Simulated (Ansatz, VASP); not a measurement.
# Te in two plane-wave programs, part 2 of 2

Wanted: the spread between two codes on one cell, functional and k mesh. The cell is taken from a series of VASP runs on this material, whose earlier steps may have relaxed, scaled or displaced it; both programs get it as it stands.

VASP 6.6.1 and Ansatz 0.2.0.

So far: The structure; Ansatz: band structure, HSE06; VASP: band structure, HSE06.

### Step 3. VASP: band structure, HSE06 (continued)

Level of this step: HSE06; plane waves and PAW (Te) (VASP).

Numbers of over 12 decimals in the logs are rounded to 6 here.

Parts of OUTCAR (step 3):

```text
ion  position               nearest neighbor table
   1  0.279  0.000  0.333-   3 2.92   2 2.92   3 3.41   3 3.41   2 3.41   2 3.41
   2  0.000  0.279  0.667-   3 2.92   1 2.92   3 3.41   3 3.41   1 3.41   1 3.41
   3  0.721  0.721  0.000-   2 2.92   1 2.92   1 3.41   2 3.41   2 3.41   1 3.41

  LATTYP: Found a hexagonal cell.
 ALAT       =     4.3922221336
 C/A-ratio  =     1.3672588940

 Subroutine GETGRP returns: Found  6 space group operations
 (whereof  2 operations were pure point group operations)

The static configuration has the point symmetry C_2 .
 The point group associated with its full space group is D_3 .

 Found      9 irreducible k-points:

   k-points           NKPTS =      9   k-points in BZ     NKDIM =     48   number of bands    NBANDS=     15

   dimension x,y,z NGX =    30 NGY =   30 NGZ =   40
   dimension x,y,z NGXF=    60 NGYF=   60 NGZF=   80

   ENCUT  =  400.0 eV  29.40 Ry    5.42 a.u.   7.16  7.16  9.79*2*pi/ulx,y,z

   NELECT =      18.0000    total number of electrons

 k-points in reciprocal lattice and weights: Automatic mesh
   0.00000000  0.00000000  0.00000000       0.021
   0.25000000  0.00000000  0.00000000       0.125
   0.50000000  0.00000000  0.00000000       0.062
   0.25000000  0.25000000  0.00000000       0.125
   0.00000000  0.00000000  0.33333333       0.042
   0.25000000  0.00000000  0.33333333       0.125
   0.00000000  0.25000000  0.33333333       0.125
   0.50000000  0.00000000  0.33333333       0.125
   0.25000000  0.25000000  0.33333333       0.250

  exchange ACFDT corr.  =         0.00000000  see jH, gK, PRB 81, 115126

 average (electrostatic) potential at core
       1 -85.1511       2 -85.1511       3 -85.1511

 E-fermi :   5.7307

 k-point     1 :       0.0000    0.0000    0.0000
  band No.  band energies     occupation
    ...
      5       2.9833      2.00000
      6       2.9833      2.00000
      7       3.9068      2.00000
      8       3.9068      2.00000
      9       4.6457      2.00000
     10       7.2230      0.00000
     11       7.2230      0.00000
     12       8.0084      0.00000
     13      11.3835      0.00000
     14      11.3835      0.00000
    ...

 k-point     2 :       0.2500    0.0000    0.0000
  band No.  band energies     occupation
    ...
      5       1.5061      2.00000
      6       2.0382      2.00000
      7       4.1448      2.00000
      8       4.8082      2.00000
      9       4.9331      2.00000
     10       6.9322      0.00000
     11       7.2155      0.00000
     12       8.0758      0.00000
     13      10.0159      0.00000
     14      11.8765      0.00000
    ...

 k-point     3 :       0.5000    0.0000    0.0000
  band No.  band energies     occupation
    ...
      5       0.9105      2.00000
      6       1.6572      2.00000
      7       1.7020      2.00000
      8       4.8391      2.00000
      9       4.9498      2.00000
     10       6.8746      0.00000
     11       6.9228      0.00000
     12       9.0642      0.00000
     13      10.1511      0.00000
     14      14.2475      0.00000
    ...

  energy-cutoff  :      400.00
  volume of cell :      100.33
      direct lattice vectors                 reciprocal lattice vectors
     4.392222134  0.000000000  0.000000000     0.227675188  0.131448331  0.000000000
    -2.196111067  3.803775947  0.000000000     0.000000000  0.262896662  0.000000000
     0.000000000  0.000000000  6.005304777     0.000000000  0.000000000  0.166519442

 POSITION                                       TOTAL-FORCE (eV/Angst)
 -----------------------------------------------------------------------------------
      1.22481      0.00000      2.00177        -0.504233      0.000000     -0.000000
     -0.61241      1.06072      4.00354         0.252116     -0.436678      0.000000
      1.58371      2.74306      0.00000         0.252116      0.436678     -0.000000
 -----------------------------------------------------------------------------------
    total drift:                                0.000000      0.000001     -0.000000

  FREE ENERGIE OF THE ION-ELECTRON SYSTEM (eV)
  ---------------------------------------------------
  free  energy   TOTEN  =       -11.8136749155 eV

  energy  without entropy=      -11.8136749155  energy(sigma->0) =      -11.81367492

 total charge
# of ion       s       p       d       tot
------------------------------------------
    1        1.396   1.906   0.043   3.345
    2        1.396   1.906   0.043   3.345
    3        1.396   1.906   0.043   3.345
--------------------------------------------------
tot          4.188   5.718   0.129  10.034

[... 3 further parts left out ...]
```

The k-mesh is coarse for exact exchange; levels may shift by about 0.1 eV on a finer one. Spin-orbit coupling is off here; with elements this heavy it splits and shifts levels by tenths of an eV or more.

### Step 4. Side by side

Known differences besides the potentials themselves: exact exchange at q = 0 is treated differently, which shows on coarse meshes; VASP keeps PBE cores, Ansatz makes them for the functional; the data sets hold 48 valence electrons in Ansatz (default PAW (the set named soft_2) files) and 18 in VASP; the cutoff is 420 eV in Ansatz and 400 eV in VASP; VASP takes a coarser grid for exact exchange (PRECFOCK = Fast). Total energies have different zeros and are not compared.

Compared:

| quantity | Ansatz | VASP | difference |
| --- | --- | --- | --- |
| gap over the path points (eV) | 0.478 | 0.439 | +0.038 |

Forces (eV/Å; atoms numbered as in POSCAR):

| atom | Ansatz x, y, z | VASP x, y, z |
| --- | --- | --- |
| Te1 | -0.487, 0.000, 0.000 | -0.504, 0.000, 0.000 |
| Te2 | 0.243, -0.422, 0.000 | 0.252, -0.437, 0.000 |
| Te3 | 0.243, 0.422, 0.000 | 0.252, 0.437, 0.000 |

Levels at points of the path, from each program's valence-band top (eV; 4 filled, then empty):

| k (reciprocal lattice) | Ansatz | VASP |
| --- | --- | --- |
| 0.000 0.000 0.000 | -2.78 -1.86 -1.86 -1.15 1.44 1.44 2.20 | -2.79 -1.86 -1.86 -1.13 1.45 1.45 2.24 |
| 0.400 0.000 0.000 | -4.17 -3.39 -0.91 -0.84 1.09 1.22 3.42 | -4.16 -3.38 -0.90 -0.83 1.09 1.23 3.45 |
| 0.400 0.200 0.000 | -3.87 -3.85 -2.48 -2.42 2.60 2.89 4.07 | -3.87 -3.84 -2.47 -2.42 2.62 2.91 4.10 |
| 0.200 0.200 0.000 | -3.37 -2.44 -1.97 -1.91 2.36 2.44 2.66 | -3.36 -2.43 -1.95 -1.91 2.37 2.44 2.68 |
| 0.000 0.000 0.100 | -2.66 -1.85 -1.73 -1.14 1.35 1.37 2.09 | -2.65 -1.84 -1.75 -1.11 1.36 1.38 2.11 |
| 0.000 0.000 0.500 | -2.86 -1.47 -1.00 -1.00 0.74 0.86 0.86 | -2.84 -1.45 -0.99 -0.99 0.76 0.84 0.84 |
| 0.400 0.000 0.500 | -3.72 -2.74 -2.47 -0.82 1.53 2.39 3.08 | -3.71 -2.73 -2.46 -0.82 1.53 2.41 3.10 |
| 0.400 0.200 0.500 | -5.08 -1.40 -1.07 -0.13 0.93 1.76 2.23 | -5.07 -1.38 -1.08 -0.13 0.93 1.77 2.26 |
| 0.333 0.333 0.500 | -5.69 -1.00 0.00 0.00 0.48 1.53 1.53 | -5.67 -0.98 0.00 0.00 0.44 1.56 1.56 |
| 0.200 0.200 0.500 | -4.45 -2.07 -1.63 -0.58 1.13 2.57 2.60 | -4.43 -2.05 -1.64 -0.57 1.12 2.59 2.63 |

The forces differ by 10.0 meV/Å r.m.s., which is 3.4 % of the r.m.s. force of 0.29 eV/Å (both taken over all components). Among the levels compared at these points, filled levels agree within 22 meV and empty ones within 38 meV.

### Step 5. Outcome

| Item | Value |
| --- | --- |
| difference in gap over the path points (band structure, HSE06) | 0.038 eV |
| r.m.s. force difference (band structure, HSE06) | 3.4 % of the r.m.s. force |

The r.m.s. force difference is 3.4 % of the r.m.s. force (band structure, HSE06), beyond the 3 % picked in this series as the mark of a large difference. How closely two codes agree says nothing of how well the functional describes the real material.

[Lines on the potential files, build, host, timing and source positions are cut from VASP's logs without a mark.]

[Logs are printed without paths, hosts, clocks, repeated set-up lines and the standing remarks that a program may print on its own settings, such as how far it seeks lower states.]

[Hosts, paths, dates, database ids (printed as entryN), source tags and the programs' standing remarks are cut or masked in the printed files.]
